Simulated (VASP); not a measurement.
# Nb2SnSe (P4/mmm) in VASP: relaxation of cell and atoms with PBE

Aim: the relaxation of cell and atoms of Nb2SnSe with PBE.

Program: VASP 6.6.1. These are calculated values, not measurements. Logs are shortened: lines on timing, memory, paths and dates and some standing lists are left out, and cuts for length are marked.

## 1. The structure

The structure is tetragonal, space group P4/mmm (No. 123). Conventional cell: a = 4.783 Å, b = 4.783 Å, c = 4.445 Å, α = 90.00°, β = 90.00°, γ = 90.00°. Nb (site symmetry mmm) is surrounded by 2 Sn at 2.39 Å. Sn (site symmetry 4/mmm) is surrounded by 2 Se at 2.22 Å and 4 Nb at 2.39 Å. Around Se (site symmetry 4/mmm) lie 2 Sn at 2.22 Å.

The cell was built by a generator and needn't be a form met in nature.

## 2. Relaxation of cell and atoms, PBE

INCAR

```
ALGO = Fast
EDIFF = 1E-4
EDIFFG = -0.08
ENCUT = 520
GGA = PE
IBRION = 2
ISIF = 3
ISMEAR = 0
LASPH = T
LCHARG = F
LREAL = F
LWAVE = F
NELM = 60
NSW = 24
PREC = Normal
SIGMA = 0.15
```

KPOINTS

```
k-points
0
Gamma
  3 3 4
```

POSCAR

```
Nb2SnSe
1.0
    4.7832621900      0.0000000000      0.0000000000
    0.0000000000      4.7832621900      0.0000000000
    0.0000000000      0.0000000000      4.4446616400
Nb Sn Se
2 1 1
Direct
    0.0000000000      0.5000000000      0.0000000000
    0.5000000000      0.0000000000      0.0000000000
    0.0000000000      0.0000000000      0.0000000000
    0.0000000000      0.0000000000      0.5000000000
```

Potentials or basis: VASP PAW PBE potentials, release 64 (Nb_sv, Sn_d, Se).

Command:

```
cat potpaw_PBE.64/Nb_sv/POTCAR potpaw_PBE.64/Sn_d/POTCAR potpaw_PBE.64/Se/POTCAR > POTCAR
mpirun -np 1 vasp_std > vasp.out
```

OUTCAR:

```text
EDIFF = 1E-4
   EDIFFG = -0.08
   ENCUT = 520
   GGA = PE
   IBRION = 2
   ISIF = 3
   ISMEAR = 0
   LASPH = T
   LREAL = F
   NELM = 60
   NSW = 24
   PREC = Normal

 ion  position               nearest neighbor table
   1  0.000  0.500  0.000-   3 2.39   3 2.39
   2  0.500  0.000  0.000-   3 2.39   3 2.39
   3  0.000  0.000  0.000-   4 2.22   4 2.22   1 2.39   2 2.39   1 2.39   2 2.39
   4  0.000  0.000  0.500-   3 2.22   3 2.22

  LATTYP: Found a simple tetragonal cell.
 ALAT       =     4.7832621900
 C/A-ratio  =     0.9292113757

  Lattice vectors:

 A1 = (   4.7832621900,   0.0000000000,   0.0000000000)
 A2 = (   0.0000000000,   4.7832621900,   0.0000000000)
 A3 = (   0.0000000000,   0.0000000000,   4.4446616400)

Analysis of symmetry for initial positions (statically):
=====================================================================
 Subroutine PRICEL returns:
 Original cell was already a primitive cell.

 Routine SETGRP: Setting up the symmetry group for a
 simple tetragonal supercell.

 Subroutine GETGRP returns: Found 16 space group operations
 (whereof 16 operations were pure point group operations)
 out of a pool of 16 trial point group operations.

The static configuration has the point symmetry D_4h.

Analysis of symmetry for dynamics (positions and initial velocities):
=====================================================================
 Subroutine PRICEL returns:
 Original cell was already a primitive cell.

 Routine SETGRP: Setting up the symmetry group for a
 simple tetragonal supercell.

 Subroutine GETGRP returns: Found 16 space group operations
 (whereof 16 operations were pure point group operations)
 out of a pool of 16 trial point group operations.

The dynamic configuration has the point symmetry D_4h.

 Subroutine INISYM returns: Found 16 space group operations
 (whereof 16 operations are pure point group operations),
 and found     1 'primitive' translations

----------------------------------------------------------------------------------------

                                     Primitive cell

  volume of cell :     101.6921

  direct lattice vectors                    reciprocal lattice vectors
     4.783262190  0.000000000  0.000000000     0.209062343  0.000000000  0.000000000
     0.000000000  4.783262190  0.000000000     0.000000000  0.209062343  0.000000000
     0.000000000  0.000000000  4.444661640     0.000000000  0.000000000  0.224989005

  length of vectors
     4.783262190  4.783262190  4.444661640     0.209062343  0.209062343  0.224989005

  position of ions in fractional coordinates (direct lattice)
     0.000000000  0.500000000  0.000000000
     0.500000000  0.000000000  0.000000000
     0.000000000  0.000000000  0.000000000
     0.000000000  0.000000000  0.500000000

  ion indices of the primitive-cell ions
   primitive index   ion index
                 1           1
                 2           2
                 3           3
                 4           4

----------------------------------------------------------------------------------------

 KPOINTS: k-points

Automatic generation of k-mesh.
 Grid dimensions read from file:
 generate k-points for:    3    3    4

 Generating k-lattice:

  Cartesian coordinates                     Fractional coordinates (reciprocal lattice)
     0.069687448  0.000000000  0.000000000     0.333333333  0.000000000  0.000000000
     0.000000000  0.069687448  0.000000000     0.000000000  0.333333333  0.000000000
     0.000000000  0.000000000  0.056247251     0.000000000  0.000000000  0.250000000

  Length of vectors
     0.069687448  0.069687448  0.056247251

  Shift w.r.t. Gamma in fractional coordinates (k-lattice)
     0.000000000  0.000000000  0.000000000

 Subroutine IBZKPT returns following result:
 ===========================================

 Found      9 irreducible k-points:

 Following reciprocal coordinates:
            Coordinates               Weight
  0.000000  0.000000  0.000000      1.000000
  0.333333  0.000000  0.000000      4.000000
  0.333333  0.333333  0.000000      4.000000
  0.000000  0.000000  0.250000      2.000000
  0.333333  0.000000  0.250000      8.000000
  0.333333  0.333333  0.250000      8.000000
  0.000000  0.000000  0.500000      1.000000
  0.333333  0.000000  0.500000      4.000000
  0.333333  0.333333  0.500000      4.000000
   k-points           NKPTS =      9   k-points in BZ     NKDIM =      9   number of bands    NBANDS=     27
   number of dos      NEDOS =    301   number of ions     NIONS =      4
   total plane-waves  NPLWV =  21952
   dimension x,y,z NGX =    28 NGY =   28 NGZ =   28
   dimension x,y,z NGXF=    56 NGYF=   56 NGZF=   56
   ions per type =               2   1   1
   NGX,Y,Z   is equivalent  to a cutoff of   9.73,  9.73, 10.47 a.u.
   NGXF,Y,Z  is equivalent  to a cutoff of  19.46, 19.46, 20.95 a.u.
 SYSTEM =  unknown system
   PREC   = normal    normal or accurate (medium, high low for compatibility)
   ISTART =      0    job   : 0-new  1-cont  2-samecut
   ICHARG =      2    charge: 1-file 2-atom 10-const
   ISPIN  =      1    spin polarized calculation?
   LNONCOLLINEAR =      F non collinear calculations
   LSORBIT =      F    spin-orbit coupling
   LASPH  =      T    aspherical Exc in radial PAW
   ENCUT  =  520.0 eV  38.22 Ry    6.18 a.u.   8.89  8.89  8.26*2*pi/ulx,y,z
   NELM   =     60;   NELMIN=  2; NELMDL= -5     # of ELM steps
   EDIFF  = 0.1E-03   stopping-criterion for ELM
   LREAL  =      F    real-space projection
   EDIFFG = -.8E-01   stopping-criterion for IOM
   NSW    =     24    number of steps for IOM
   IBRION =      2    ionic relax: 0-MD 1-quasi-New 2-CG
   NFREE  =      1    steps in history (QN), initial steepest desc. (CG)
   ISIF   =      3    stress and relaxation
   ISYM   =      2    0-nonsym 1-usesym 2-fastsym
   POTIM  = 0.5000    time-step for ionic-motion
   TEBEG  =    0.0;   TEEND  =   0.0 temperature during run
   PSTRESS=    0.0 pullay stress
   NELECT =      46.0000    total number of electrons
   NUPDOWN=      -1.0000    fix difference up-down
   EMIN   =  10.00;   EMAX   =-10.00  energy-range for DOS
   EFERMI =   0.00;   METHOD = LEGACY
   ISMEAR =     0;   SIGMA  =   0.15  broadening in eV -4-tet -1-fermi 0-gaus
   EFERMI_NEDOS =   21; number of points for ismear=-14 and -15
   IALGO  =     68    algorithm
   IMIX   =      4    mixing-type and parameters
     AMIX     =   0.40;   BMIX     =  1.00
     AMIX_MAG =   1.60;   BMIX_MAG =  1.00
  volume/ion in A,a.u.               =      25.42       171.56
  Fermi-wavevector in a.u.,A,eV,Ry     =   1.256700  2.374819 21.487625  1.579296
  Thomas-Fermi vector in A             =   2.390396
   LORBIT       =      0    0 simple, 1 ext, 2 COOP (PROOUT), +10 PAW based schemes
   GGA     = PE    functional components
   LHFCALC =     F    Hartree Fock is set to
   AEXX    =    0.0000 exact exchange contribution
   IVDW    =     0    specifies the selected vdW correction
   LEPSILON=     F    determine dielectric tensor
   LRPA    =     F    only Hartree local field effects (RPA)
 conjugate gradient relaxation of ions
 non-spin polarized calculation
 RMM-DIIS sequential band-by-band and
 Gauss-broadening in eV      SIGMA  =   0.15
  energy-cutoff  :      520.00
  volume of cell :      101.69
 maximum number of plane-waves:      2748
   NGX = 17   NGY = 17   NGZ = 17

--------------------------------------- Ionic step        1  -------------------------------------------

 number of electron      45.9999948 magnetization

 Free energy of the ion-electron system (eV)
  ---------------------------------------------------
  ext. energy  EPLUGINS =         0.00000000
  ---------------------------------------------------
  free energy    TOTEN  =       -14.46951856 eV

  energy without entropy =      -14.36972942  energy(sigma->0) =      -14.41962399

 E-fermi :   6.9938     XC(G=0):  -9.9142

 val. band max:        6.9494589378   @ k =   0.3333   0.3333   0.0000
 cond. band min:       7.0189121724   @ k =   0.3333   0.3333   0.0000
 fundamental gap:      0.0694532347
 Fermi energy:         6.9938071290

 k-point     1 :       0.0000    0.0000    0.0000
  band No.  band energies     occupation
      1     -48.2192      2.00000
      2     -48.1906      2.00000
      3     -24.4782      2.00000
      4     -24.4782      2.00000
      5     -24.4730      2.00000
      6     -24.4321      2.00000
[... 294 lines left out ...]
  energy  without entropy=      -14.3697294213  energy(sigma->0) =      -14.41962399

--------------------------------------- Ionic step        2  -------------------------------------------

 number of electron      46.0000061 magnetization

------------------------ aborting loop EDIFF was not reached (unconverged)  ----------------------------

  FORCE on cell =-STRESS in cart. coord.  units (eV):
  Direction    XX          YY          ZZ          XY          YZ          ZX
  --------------------------------------------------------------------------------------
  -------------------------------------------------------------------------------------
  Total      -14.2485623    -14.2485623     -8.9519710      0.0000000      0.0000000      0.0000000
  in kB     -104.4874351   -104.4874351    -65.6465175      0.0000000      0.0000000      0.0000000
  external PRESSURE =     -91.5404626 kB  Pullay stress =       0.0000000 kB

 VOLUME and BASIS-vectors are now :
 -----------------------------------------------------------------------------
  energy-cutoff  :      520.00
  volume of cell :      218.48
      direct lattice vectors                 reciprocal lattice vectors
     5.887613439  0.000000000  0.000000000     0.169848107 -0.000000000  0.000000000
     0.000000000  5.887613439  0.000000000     0.000000000  0.169848107  0.000000000
    -0.000000000  0.000000000  6.302879197    -0.000000000 -0.000000000  0.158657650
[... 14 lines left out ...]
  energy  without entropy=      -16.2274122501  energy(sigma->0) =      -16.30497786

--------------------------------------- Ionic step        3  -------------------------------------------

 number of electron      46.0000074 magnetization

------------------------ aborting loop EDIFF was not reached (unconverged)  ----------------------------

  FORCE on cell =-STRESS in cart. coord.  units (eV):
  Direction    XX          YY          ZZ          XY          YZ          ZX
  --------------------------------------------------------------------------------------
  -------------------------------------------------------------------------------------
  Total       -2.8979600     -2.8979600      1.2637034      0.0000000      0.0000000     -0.0000000
  in kB      -30.6132754    -30.6132754     13.3494257      0.0000000      0.0000000     -0.0000000
  external PRESSURE =     -15.9590417 kB  Pullay stress =       0.0000000 kB

 VOLUME and BASIS-vectors are now :
 -----------------------------------------------------------------------------
  energy-cutoff  :      520.00
  volume of cell :      151.67
      direct lattice vectors                 reciprocal lattice vectors
     5.322985971  0.000000000  0.000000000     0.187864482 -0.000000000  0.000000000
     0.000000000  5.322985971  0.000000000     0.000000000  0.187864482  0.000000000
    -0.000000000  0.000000000  5.352818539    -0.000000000 -0.000000000  0.186817467
[... 204 lines left out ...]
  energy  without entropy=      -18.8692159069  energy(sigma->0) =      -18.91941686

--------------------------------------- Ionic step        9  -------------------------------------------

 number of electron      45.9999994 magnetization

 Free energy of the ion-electron system (eV)
  ---------------------------------------------------
  ext. energy  EPLUGINS =         0.00000000
  ---------------------------------------------------
  free energy    TOTEN  =       -18.97139448 eV

  energy without entropy =      -18.87029771  energy(sigma->0) =      -18.92084610

 E-fermi :   3.2974     XC(G=0):  -8.2014

 val. band max:        3.2925579191   @ k =   0.3333   0.0000   0.0000
 cond. band min:       3.3074465208   @ k =   0.3333   0.3333   0.2500
 fundamental gap:      0.0148886017
 Fermi energy:         3.2973983529

 k-point     1 :       0.0000    0.0000    0.0000
  band No.  band energies     occupation
      1     -52.2892      2.00000
      2     -52.2814      2.00000
      3     -28.5654      2.00000
      4     -28.5523      2.00000
      5     -28.2867      2.00000
      6     -28.2867      2.00000
[... 290 lines left out ...]
  FREE ENERGIE OF THE ION-ELECTRON SYSTEM (eV)
  ---------------------------------------------------
  free  energy   TOTEN  =       -18.9713944811 eV

  energy  without entropy=      -18.8702977093  energy(sigma->0) =      -18.92084610

 reached required accuracy - stopping structural energy minimisation
```

Run time: 2.3 min. Hardware: 1 thread of Intel Xeon 6975P-C (Granite Rapids), shared host; peak memory 0.18 GiB.

What came out:

* Free energy: -18.9714 eV
* Relaxed volume: 37.39 Å³/atom
* Relaxed cell: a = 5.225 Å, b = 5.225 Å, c = 5.479 Å, α = 90.00°, β = 90.00°, γ = 90.00°
* Space group after relaxing (to 0.05 Å): P4/mmm (No. 123)
* Energy gained by relaxing: 1125.5 meV/atom
* Ionic steps: 9
* Pressure after relaxing: 0.0 GPa
* Band gap on the k mesh: none (metal or under the smearing width)

Step by step:
```
step  energy change (eV)  largest force (eV/Å)  pressure (GPa)  volume (Å³)
   1              0.0000                0.0000           38.31       101.69
   2             -1.9130                0.0000           -9.15       218.48
   3             -4.3931                0.0000           -1.60       151.67
   4             -4.4274                0.0000           -0.59       149.78
   5             -4.4862                0.0000            0.74       147.48
   6             -4.4968                0.0000            0.33       148.01
   7             -4.4996                0.0000            0.38       147.96
   8             -4.5001                0.0000            0.41       147.90
   9             -4.5019                0.0000            0.01       149.57
```

Final structure:
```cif
data_structure
_symmetry_space_group_name_H-M 'P 1'
_symmetry_Int_Tables_number 1
_cell_length_a 5.2246
_cell_length_b 5.2246
_cell_length_c 5.4795
_cell_angle_alpha 90.000
_cell_angle_beta 90.000
_cell_angle_gamma 90.000
_cell_volume 149.57
loop_
_atom_site_label
_atom_site_type_symbol
_atom_site_fract_x
_atom_site_fract_y
_atom_site_fract_z
_atom_site_occupancy
Nb1 Nb 0.00000 0.50000 0.00000 1
Nb2 Nb 0.50000 0.00000 0.00000 1
Sn1 Sn 0.00000 0.00000 0.00000 1
Se1 Se 0.00000 0.00000 0.50000 1
```

Levels at points of the mesh, in eV from the Fermi level:
```csv
k point,band 19,band 20,band 21,band 22,band 23,band 24,band 25,band 26,band 27
"(0.00, 0.00, 0.00)",-1.63,-1.24,-0.55,-0.55,-0.26,0.14,0.66,0.69,0.94
"(0.00, 0.00, 0.50)",-1.43,-1.22,-0.41,-0.41,0.34,0.34,0.57,0.80,0.82
```

Caveat: the k mesh is coarse (spacing up to 0.44 Å⁻¹), so the values aren't converged; the volume moved by over 15 % at a fixed basis, so the end points are rough; the relaxation stopped at a loose force limit of 0.08 eV/Å, so its end isn't a converged minimum.
